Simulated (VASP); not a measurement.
Crystal: Ti2Ge5Ru.

```
Ti Ge Ru
1.0
    -2.95591    2.95591    4.68267
     2.95591   -2.95591    4.68267
     2.95591    2.95591   -4.68267
Ti Ge Ru
2 5 1
Direct
  0.50000 0.00000 0.50000
  0.00000 0.50000 0.50000
  0.74897 0.74897 0.00000
  0.25103 0.25103 0.00000
  0.75000 0.25000 0.50000
  0.25000 0.75000 0.50000
  0.50000 0.50000 0.00000
  0.00000 0.00000 0.00000
```

The cell was built by a generator and needn't be a form met in nature.

```yaml
Program: VASP 6.6.1
Task: relaxation of cell and atoms
Functional: PBE
Potentials_or_basis: VASP PAW PBE potentials, release 64 (Ti_sv, Ge_d, Ru_pv)
Cutoff: 520 eV
k_mesh: 4 × 4 × 4
Occupations: gaussian, width 0.15 eV
Spin: no spin polarisation
```

At the start: pressure 1.9 GPa; volume 20.46 Å³/atom.

**Question.** Where does the relaxation end?

**Answer.** Over 16 steps the energy falls by 381.2 meV/atom and the volume is 18.69 Å³/atom (-8.7 %); space group I4/mmm (No. 139, to 0.05 Å).

Step by step:
```tsv
step	energy change (eV)	largest force (eV/Å)	pressure (GPa)	volume (Å³)
1	0.0000	1.0622	1.95	163.66
2	-2.2908	0.8390	-8.25	166.72
3	-2.2706	0.8514	-8.53	166.67
4	-2.8896	0.5708	3.17	142.74
5	-2.9444	0.6237	0.13	147.11
6	-2.9441	0.5985	0.47	146.74
7	-2.9784	0.4745	0.81	146.91
8	-3.0282	0.0189	1.07	147.42
9	-3.0418	0.0579	-0.91	150.94
10	-3.0432	0.0574	-0.89	150.17
11	-3.0429	0.0641	-0.43	149.70
12	-3.0432	0.0431	-0.41	149.85
13	-3.0434	0.0416	-0.99	150.01
14	-3.0433	0.0522	-0.04	149.90
15	-3.0434	0.0455	-0.31	149.95
16	-3.0495	0.0762	-0.16	149.50
```

Final structure:
```
Ti Ge Ru
1.0
    -2.61574    2.61574    5.46239
     2.61574   -2.61574    5.46239
     2.61574    2.61574   -5.46239
Ti Ge Ru
2 5 1
Cartesian
  0.0000 2.6157 0.0000
  2.6157 0.0000 0.0000
  0.0000 0.0000 8.4281
  0.0000 0.0000 2.4967
  0.0000 2.6157 2.7312
  2.6157 0.0000 2.7312
  0.0000 0.0000 5.4624
  0.0000 0.0000 0.0000
```

Caveat: the k mesh is coarse (spacing up to 0.38 Å⁻¹), so the values aren't converged.
